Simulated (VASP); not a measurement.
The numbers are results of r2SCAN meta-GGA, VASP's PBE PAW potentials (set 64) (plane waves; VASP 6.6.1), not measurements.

VASP input:

### POSCAR
```
SiS2
1.0
  6.4143506572   0.0000000000   0.0086651303
  0.0000000000   7.9471402276   0.0000000000
 -1.4200351300   0.0000000000   5.7027178244
Si S
4 8
Cart
 -0.1211522265   2.8983788480   3.4958546541
  5.1154677537   5.0487613796   2.2155283006
  4.4054501887   6.8719489618   5.0668872128
  0.5888653385   1.0751912658   0.6444957419
  0.6893280547   4.7954408991   2.9347129105
  4.3049874725   3.1516993285   2.7766700442
  3.5949699075   0.8218707853   5.6280289564
  1.3993456197   7.1252694423   0.0833539983
  0.8648267417   1.1598128179   2.7651312922
  4.1294887855   6.7873274097   2.9462516625
  4.8395063505   5.1333829317   0.0948927503
  0.1548091767   2.8137572959   5.6164902044
```

KPOINTS_OPT:
```
k-points along high-symmetry lines
6
Line-mode
Reciprocal
  0.000000   0.000000   0.000000 ! GAMMA
  0.000000   0.500000   0.000000 ! Z

  0.000000   0.500000   0.000000 ! Z
  0.000000   0.500000   0.500000 ! D

  0.000000   0.500000   0.500000 ! D
  0.000000   0.000000   0.500000 ! B

  0.000000   0.000000   0.500000 ! B
  0.000000   0.000000   0.000000 ! GAMMA

  0.000000   0.000000   0.000000 ! GAMMA
 -0.500000   0.000000   0.500000 ! A

 -0.500000   0.000000   0.500000 ! A
 -0.500000   0.500000   0.500000 ! E

 -0.500000   0.500000   0.500000 ! E
  0.000000   0.500000   0.000000 ! Z

  0.000000   0.500000   0.000000 ! Z
 -0.500000   0.500000   0.000000 ! C_2

 -0.500000   0.500000   0.000000 ! C_2
 -0.500000   0.000000   0.000000 ! Y_2

 -0.500000   0.000000   0.000000 ! Y_2
  0.000000   0.000000   0.000000 ! GAMMA
```

KPOINTS:
```
Regular mesh
0
gamma
4 3 5
```

**INCAR**
```
ALGO = Normal
EDIFF = 1E-7
ENCUT = 400
ISIF = 2
ISMEAR = -5
LASPH = .True.
LCHARG = .False.
LEFG = .True.
LMIXTAU = .True.
LORBIT = 11
LREAL = .False.
LWAVE = .False.
METAGGA = R2SCAN
NEDOS = 601
NELM = 100
PREC = Accurate
SYSTEM = SiS2
```

POTCAR, in this order: Si S (PBE.64 set). Program: vasp_std.

What will the output report for the number of irreducible k-points (NKPTS), number of bands (NBANDS), largest plane-wave count, number of space-group operations, FFT grid (NGX, NGY, NGZ)?

```
Property                                      Result
--------------------------------------  ------------
number of irreducible k-points (NKPTS)            22
number of bands (NBANDS)                          39
largest plane-wave count                        5299
number of space-group operations                   4
FFT grid (NGX, NGY, NGZ)                42 × 54 × 40
```

The structure comes from a computed database's SiS2 entry (P2_1/c); how it stands against other phases isn't given here. It was relaxed first.
